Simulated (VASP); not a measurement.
# Li3SiP2 (R-3m) in VASP: notebook, part 2 of 2

VASP 6.6.1. Earlier steps stand in the parts before.

### 3 Relaxation of cell and atoms, PBE

This run uses another cell than the first one, of 23.33 Å³/atom, 0.993 times its volume.

Input file INCAR:

```
PREC = Accurate
ENCUT = 600
EDIFF = 1E-6
ISMEAR = 0
SIGMA = 0.1
LREAL = F
LASPH = T
NELM = 80
ALGO = Fast
ISIF = 3
LWAVE = F
LCHARG = F
GGA = PE
IBRION = 2
NSW = 100
EDIFFG = -0.01
```

Input file KPOINTS:

```
regular mesh
0
Gamma
  6 6 6
```

Input file POSCAR:

```
Li3SiP2
1.0
    4.0786946486      2.3548354533      2.4294226272
   -4.0786946486      2.3548354533      2.4294226272
    0.0000000000     -4.7096709066      2.4294226272
Li Si P
3 1 2
Direct
    0.5000000000      0.5000000000      0.0000000000
    0.5000000000      0.0000000000      0.5000000000
    0.0000000000      0.5000000000      0.5000000000
    0.0000000000      0.0000000000      0.0000000000
    0.7072740233      0.7072740233      0.7072740233
    0.2927259767      0.2927259767      0.2927259767
```

Potentials or basis: VASP PAW PBE potentials, release 64 (Li_sv, Si, P).

Started as:

```sh
$ cat potpaw_PBE.64/Li_sv/POTCAR potpaw_PBE.64/Si/POTCAR potpaw_PBE.64/P/POTCAR > POTCAR
$ mpirun -np 1 vasp_std > vasp.out
```

OUTCAR:

```text
PREC = Accurate
   ENCUT = 600
   EDIFF = 1E-6
   ISMEAR = 0
   LREAL = F
   LASPH = T
   NELM = 80
   ISIF = 3
   GGA = PE
   IBRION = 2
   NSW = 100
   EDIFFG = -0.01

 ion  position               nearest neighbor table
   1  0.500  0.500  0.000-   5 2.37   6 2.37
   2  0.500  0.000  0.500-   5 2.37   6 2.37
   3  0.000  0.500  0.500-   5 2.37   6 2.37
   4  0.000  0.000  0.000-   5 2.13   6 2.13
   5  0.707  0.707  0.707-   4 2.13   1 2.37   3 2.37   2 2.37
   6  0.293  0.293  0.293-   4 2.13   1 2.37   3 2.37   2 2.37

  LATTYP: Found a trigonal (rhomboedric) cell.
 ALAT       =     5.2993484836
 COS(alpha) =    -0.1847519243

  Lattice vectors:

 A1 = (   4.0786946486,   2.3548354533,   2.4294226272)
 A2 = (  -4.0786946486,   2.3548354533,   2.4294226272)
 A3 = (   0.0000000000,  -4.7096709066,   2.4294226272)

Analysis of symmetry for initial positions (statically):
=====================================================================
 Subroutine PRICEL returns:
 Original cell was already a primitive cell.

 Routine SETGRP: Setting up the symmetry group for a
 trigonal (rhombohedral) supercell.

 Subroutine GETGRP returns: Found 12 space group operations
 (whereof 12 operations were pure point group operations)
 out of a pool of 12 trial point group operations.

The static configuration has the point symmetry D_3d.

Analysis of symmetry for dynamics (positions and initial velocities):
=====================================================================
 Subroutine PRICEL returns:
 Original cell was already a primitive cell.

 Routine SETGRP: Setting up the symmetry group for a
 trigonal (rhombohedral) supercell.

 Subroutine GETGRP returns: Found 12 space group operations
 (whereof 12 operations were pure point group operations)
 out of a pool of 12 trial point group operations.

The dynamic configuration has the point symmetry D_3d.

 Subroutine INISYM returns: Found 12 space group operations
 (whereof 12 operations are pure point group operations),
 and found     1 'primitive' translations

----------------------------------------------------------------------------------------

                                     Primitive cell

  volume of cell :     140.0026

  direct lattice vectors                    reciprocal lattice vectors
     4.078694649  2.354835453  2.429422627     0.122588240  0.070776354  0.137206812
    -4.078694649  2.354835453  2.429422627    -0.122588240  0.070776354  0.137206812
     0.000000000 -4.709670907  2.429422627     0.000000000 -0.141552707  0.137206812

  length of vectors
     5.299348484  5.299348484  5.299348484     0.197136699  0.197136699  0.197136699

  position of ions in fractional coordinates (direct lattice)
     0.500000000  0.500000000  0.000000000
     0.500000000  0.000000000  0.500000000
     0.000000000  0.500000000  0.500000000
     0.000000000  0.000000000  0.000000000
     0.707274023  0.707274023  0.707274023
[... 71 lines left out ...]
   NGXF,Y,Z  is equivalent  to a cutoff of  26.35, 26.35, 26.35 a.u.
 SYSTEM =  unknown system
   PREC   = accura    normal or accurate (medium, high low for compatibility)
   ISTART =      0    job   : 0-new  1-cont  2-samecut
   ICHARG =      2    charge: 1-file 2-atom 10-const
   ISPIN  =      1    spin polarized calculation?
   LNONCOLLINEAR =      F non collinear calculations
   LSORBIT =      F    spin-orbit coupling
   LASPH  =      T    aspherical Exc in radial PAW
   ENCUT  =  600.0 eV  44.10 Ry    6.64 a.u.  10.58 10.58 10.58*2*pi/ulx,y,z
   NELM   =     80;   NELMIN=  2; NELMDL= -5     # of ELM steps
   EDIFF  = 0.1E-05   stopping-criterion for ELM
   LREAL  =      F    real-space projection
   EDIFFG = -.1E-01   stopping-criterion for IOM
   NSW    =    100    number of steps for IOM
   IBRION =      2    ionic relax: 0-MD 1-quasi-New 2-CG
   NFREE  =      1    steps in history (QN), initial steepest desc. (CG)
   ISIF   =      3    stress and relaxation
   ISYM   =      2    0-nonsym 1-usesym 2-fastsym
   POTIM  = 0.5000    time-step for ionic-motion
   TEBEG  =    0.0;   TEEND  =   0.0 temperature during run
   PSTRESS=    0.0 pullay stress
   NELECT =      23.0000    total number of electrons
   NUPDOWN=      -1.0000    fix difference up-down
   EMIN   =  10.00;   EMAX   =-10.00  energy-range for DOS
   EFERMI =   0.00;   METHOD = LEGACY
   ISMEAR =     0;   SIGMA  =   0.10  broadening in eV -4-tet -1-fermi 0-gaus
   EFERMI_NEDOS =   21; number of points for ismear=-14 and -15
   IALGO  =     68    algorithm
   IMIX   =      4    mixing-type and parameters
     AMIX     =   0.40;   BMIX     =  1.00
     AMIX_MAG =   1.60;   BMIX_MAG =  1.00
  volume/ion in A,a.u.               =      23.33       157.46
  Fermi-wavevector in a.u.,A,eV,Ry     =   0.896614  1.694354 10.937945  0.803916
  Thomas-Fermi vector in A             =   2.019094
   LORBIT       =      0    0 simple, 1 ext, 2 COOP (PROOUT), +10 PAW based schemes
   GGA     = PE    functional components
   LHFCALC =     F    Hartree Fock is set to
   AEXX    =    0.0000 exact exchange contribution
   IVDW    =     0    specifies the selected vdW correction
   LEPSILON=     F    determine dielectric tensor
   LRPA    =     F    only Hartree local field effects (RPA)
 conjugate gradient relaxation of ions
 non-spin polarized calculation
 RMM-DIIS sequential band-by-band and
 Gauss-broadening in eV      SIGMA  =   0.10
  energy-cutoff  :      600.00
  volume of cell :      140.00
 maximum number of plane-waves:      4713
   NGX = 21   NGY = 21   NGZ = 21

--------------------------------------- Ionic step        1  -------------------------------------------

 number of electron      22.9999963 magnetization

 Free energy of the ion-electron system (eV)
  ---------------------------------------------------
  ext. energy  EPLUGINS =         0.00000000
  ---------------------------------------------------
  free energy    TOTEN  =       -22.32380552 eV

  energy without entropy =      -22.31400393  energy(sigma->0) =      -22.31890472

------------------------ aborting loop because EDIFF is reached ----------------------------------------

  FORCE on cell =-STRESS in cart. coord.  units (eV):
  Direction    XX          YY          ZZ          XY          YZ          ZX
  --------------------------------------------------------------------------------------
  -------------------------------------------------------------------------------------
  Total        0.2626040      0.2626040     -0.3530082      0.0000000      0.0000000      0.0000000
  in kB        3.0052167      3.0052167     -4.0397950      0.0000000      0.0000000      0.0000000
  external PRESSURE =       0.6568795 kB  Pullay stress =       0.0000000 kB
[... 147 lines left out ...]
--------------------------------------- Ionic step        5  -------------------------------------------

 number of electron      22.9999968 magnetization

 Free energy of the ion-electron system (eV)
  ---------------------------------------------------
  ext. energy  EPLUGINS =         0.00000000
  ---------------------------------------------------
  free energy    TOTEN  =       -22.32529202 eV

  energy without entropy =      -22.31567951  energy(sigma->0) =      -22.32048577

 E-fermi :   2.6979     XC(G=0):  -7.5040

 val. band max:        2.6621667642   @ k =  -0.1667   0.1667   0.1667
 cond. band min:       2.7210702923   @ k =  -0.3333   0.1667   0.1667
 fundamental gap:      0.0589035281
 Fermi energy:         2.6978650087

 k-point     1 :       0.0000    0.0000    0.0000
  band No.  band energies     occupation
      1     -44.4254      2.00000
      2     -44.4226      2.00000
      3     -44.4226      2.00000
      4      -9.3749      2.00000
      5      -7.8868      2.00000
      6      -4.4682      2.00000
      7      -0.5485      2.00000
      8      -0.5485      2.00000
      9       0.1842      2.00000
     10       0.5015      2.00000
     11       0.5015      2.00000
     12       1.7990      2.00000
     13       1.7990      2.00000
     14       2.2056      2.00000
[... 401 lines left out ...]
      2     -44.4238      2.00000
      3     -44.4223      2.00000
      4      -9.0599      2.00000
      5      -8.3080      2.00000
      6      -3.7362      2.00000
      7      -1.5533      2.00000
      8      -1.4018      2.00000
      9      -0.6633      2.00000
     10      -0.3012      2.00000
     11       0.0698      2.00000
     12       3.3249      0.00000
     13       3.9233      0.00000
     14       4.0129      0.00000
     15       5.0251      0.00000

 [... further k-points ...]

------------------------ aborting loop because EDIFF is reached ----------------------------------------

  FORCE on cell =-STRESS in cart. coord.  units (eV):
  Direction    XX          YY          ZZ          XY          YZ          ZX
  --------------------------------------------------------------------------------------
  -------------------------------------------------------------------------------------
  Total       -0.0032575     -0.0032575     -0.0181722      0.0000000      0.0000000      0.0000000
  in kB       -0.0370213     -0.0370213     -0.2065240      0.0000000      0.0000000      0.0000000
  external PRESSURE =      -0.0935222 kB  Pullay stress =       0.0000000 kB
[... 21 lines left out ...]
  FREE ENERGIE OF THE ION-ELECTRON SYSTEM (eV)
  ---------------------------------------------------
  free  energy   TOTEN  =       -22.3252920225 eV

  energy  without entropy=      -22.3156795149  energy(sigma->0) =      -22.32048577

 reached required accuracy - stopping structural energy minimisation
```

OSZICAR:

```text
N       E                     dE             d eps       ncg     rms          rms(c)
DAV:   1     0.107162610650E+03    0.10716E+03   -0.10270E+04   960   0.148E+03
DAV:   2    -0.696960780244E+01   -0.11413E+03   -0.11245E+03  1233   0.290E+02
DAV:   3    -0.217716000170E+02   -0.14802E+02   -0.14753E+02  1808   0.700E+01
[... 57 lines left out ...]
RMM:   2    -0.223253240812E+02    0.17061E-03   -0.42344E-04  1288   0.157E-01    0.448E-02
RMM:   3    -0.223252889096E+02    0.35172E-04   -0.44755E-04  1316   0.119E-01    0.142E-02
RMM:   4    -0.223252921493E+02   -0.32397E-05   -0.87293E-05  1396   0.641E-02    0.127E-02
RMM:   5    -0.223252913493E+02    0.79993E-06   -0.32534E-05  1306   0.395E-02    0.301E-03
RMM:   6    -0.223252926376E+02   -0.12883E-05   -0.15044E-05  1092   0.261E-02    0.262E-03
RMM:   7    -0.223252920225E+02    0.61508E-06   -0.25908E-06   825   0.207E-02
   5 F= -.22325292E+02 E0= -.22320486E+02  d E =-.475586E-03
```

It took 2.6 min on 1 thread of Intel Xeon 6975P-C (Granite Rapids), shared host; peak memory 0.31 GiB.

Results:

```yaml
Free_energy: -22.3253 eV
Relaxed_volume: 23.50 Å³/atom
Relaxed_cell: a = 5.316 Å, b = 5.316 Å, c = 5.316 Å, α = 100.82°, β = 100.82°, γ = 100.82°
Space_group_after_relaxing_to_0.05_Å: R-3m (No. 166)
Energy_gained_by_relaxing: 0.2 meV/atom
Ionic_steps: 5
Pressure_after_relaxing: 0.0 GPa
Largest_force_after_relaxing: 0.008 eV/Å
Band_gap_on_the_k_mesh: none (metal or under the smearing width)
```

Forces in eV/Å, atoms in the order of the input:
```
Li   0.000  0.000  0.000
Li   0.000  0.000  0.000
Li   0.000  0.000  0.000
Si   0.000  0.000  0.000
P    0.000  0.000 -0.008
P    0.000  0.000  0.008
```

Step by step:
```csv
step,energy change (eV),largest force (eV/Å),pressure (GPa),volume (Å³)
1,0.0000,0.0591,0.07,140.00
2,-0.0010,0.0581,0.19,140.20
3,-0.0010,0.0349,0.17,140.16
4,-0.0014,0.0172,0.05,140.70
5,-0.0015,0.0079,-0.01,140.98
```

Final structure:
```
CELL_PARAMETERS angstrom
4.09621 2.36495 2.42546
-4.09621 2.36495 2.42546
0.00000 -4.72989 2.42546
ATOMIC_POSITIONS crystal
Li 0.50000 0.50000 0.00000
Li 0.50000 0.00000 0.50000
Li 0.00000 0.50000 0.50000
Si 0.00000 0.00000 0.00000
P 0.70742 0.70742 0.70742
P 0.29258 0.29258 0.29258
```

Caveat: the cutoff is under 1.25 times the usual one of these potentials, so pressure, stress and relaxed cells hold a basis-set (Pulay) error.

### 4 Single point, PBE

This run uses another cell than the first one, of 21.90 Å³/atom, 0.931 times its volume.

Input file INCAR:

```
  ALGO = Normal
  EDIFF = 1E-7
  ENCUT = 520
  GGA = PE
  ISIF = 2
  ISMEAR = 0
  LASPH = T
  LCHARG = F
  LREAL = F
  LWAVE = F
  NBANDS = 20
  NELM = 100
  PREC = Accurate
  SIGMA = 0.1
```

Input file KPOINTS:

```
k-points
0
Gamma
  4 4 4
```

Input file POSCAR:

```
Li3SiP2
1.0
    3.5947201800      2.0754126600      2.9350767300
   -3.5947201800      2.0754126600      2.9350767300
    0.0000000000     -4.1508253200      2.9350767300
Li Si P
3 1 2
Direct
    0.5000000000      0.5000000000      0.0000000000
    0.5000000000      0.0000000000      0.5000000000
    0.0000000000      0.5000000000      0.5000000000
    0.0000000000      0.0000000000      0.0000000000
    0.7500000000      0.7500000000      0.7500000000
    0.2500000000      0.2500000000      0.2500000000
```

Started as:

```sh
$ cat potpaw_PBE.64/Li_sv/POTCAR potpaw_PBE.64/Si/POTCAR potpaw_PBE.64/P/POTCAR > POTCAR
$ mpirun -np 1 vasp_std > vasp.out
```

It took 22 s on 1 thread of Intel Xeon 6975P-C (Granite Rapids), shared host; peak memory 0.25 GiB.

It converged, with:

```
Free energy            : -21.4459 eV
Largest force          : 1.686 eV/Å
Band gap on the k mesh : none (metal or under the smearing width)
```

Forces in eV/Å, atoms in the order of the input:
```
Li   0.000  0.000  0.000
Li   0.000  0.000  0.000
Li   0.000  0.000  0.000
Si   0.000  0.000  0.000
P    0.000  0.000  1.686
P    0.000  0.000 -1.686
```

Levels at points of the mesh, in eV from the Fermi level:
```
           k point  band 9  band 10  band 11  band 12  band 13  band 14
(0.00, 0.00, 0.00)   -2.25    -2.23    -2.23    -0.73    -0.73    -0.36
(0.50, 0.00, 0.00)   -2.42    -2.38    -1.91    -0.25     1.06     1.30
(0.50, 0.50, 0.00)   -2.43    -2.43    -1.96    -0.23     0.02     1.81
(0.50, 0.50, 0.50)   -3.86    -2.21    -2.21     1.50     1.50     1.63
```

Caveat: the cutoff is under 1.25 times the usual one of these potentials, so pressure, stress and relaxed cells hold a basis-set (Pulay) error; forces of over 1 eV/Å show positions far from the minimum, so gaps and moduli don't describe the material at rest.

### 5 Overview

| task | cell | k mesh | cutoff (eV) | gap on the mesh (eV) | largest force (eV/Å) |
| --- | --- | --- | --- | --- | --- |
| single point | R-3m, 23.51 Å³/atom | 6 × 6 × 6 | 520 | none | 0.03 |
| relaxation of cell and atoms | relaxed | 6 × 6 × 6 | 600 | none | 0.01 |
| single point | R-3m, 21.9 Å³/atom | 4 × 4 × 4 | 520 | none | 1.69 |

Alike in all rows: level PBE; potentials or basis VASP PAW PBE potentials, release 64 (Li_sv, Si, P); no spin polarisation; smearing gaussian 0.1 eV.

Caveats: the cutoff is under 1.25 times the usual one of these potentials, so pressure, stress and relaxed cells hold a basis-set (Pulay) error; forces of over 1 eV/Å show positions far from the minimum, so gaps and moduli don't describe the material at rest (some runs).

Total energies depend on the potentials used, so only differences within one code and one set of settings carry meaning.
